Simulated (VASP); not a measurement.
# Tc (hcp): computed properties

All values below come from r2SCAN meta-GGA, VASP's PBE PAW potentials (set 64) (plane waves; VASP).

* **space group**: P6_3/mmc (194)
* **cell**: a = 2.7326 Å, b = 2.7326 Å, c = 4.3855 Å, α = 90.00°, β = 90.00°, γ = 120.00°
* **volume per atom**: 14.18 Å³/atom
* **band gap (over mesh and band path)**: none (metal, semimetal or under 0.01 eV)
* **density**: 11.47 g/cm³

```
CELL_PARAMETERS angstrom
      1.36632    -2.36654     0.00000
      1.36632     2.36654     0.00000
      0.00000     0.00000     4.38552
ATOMIC_POSITIONS crystal
  Tc 0.33333 0.66667 0.25000
  Tc 0.66667 0.33333 0.75000
```

Measured: a 2.741 Å at 293 K (computed value off by -0.3 %), c 4.399 Å at 293 K (computed value off by -0.3 %), as given by Wikipedia, Technetium (infobox). The calculation is for a static lattice, while the measured a, c hold thermal and zero-point effects, which are part of the difference.

The compound is Tc in the hcp structure. It was relaxed first. Symmetry was kept, so distortions that lower it aren't found.
